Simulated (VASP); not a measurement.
Here is the system:

```
Sc3ZrN4
1.0
    0.00000     2.24619     2.24619
    2.24619     0.00000     2.24619
    8.98421     8.98421     0.00057
Zr N Sc
1 4 3
Cartesian
  0.00000   0.00000   0.00000
  2.24764   2.24764   2.24475
  4.49299   4.49299   2.24560
  6.73742   6.73742   2.24736
  8.98276   8.98276   2.24821
  4.51681   4.51681   4.46797
  4.49211   4.49211   0.00028
  6.71360   6.71360   0.02498
```

Method: PBEsol GGA, VASP's PBE PAW potentials (set 64) (plane waves; VASP 6.6.1). Numerical set-up: 520 eV cut-off, 13×13×4 Γ-centred mesh, tetrahedra with Blöchl corrections, potentials Zr_sv N Sc_sv.

**Question.** Estimate the energy per atom (σ→0), band gap (on the k-mesh) with the smallest direct gap where there is one.

**Answer.** 
band gap (on the k-mesh): none (metal, semimetal or under 0.01 eV)
energy per atom (σ→0): -9974 meV/atom

The structure was generated: Sc3ZrN4 was put into an ordered model structure (R-3m), which need not be its known phase. It was relaxed first. The electron count is odd and the run is not spin-polarised, which forces a metal.
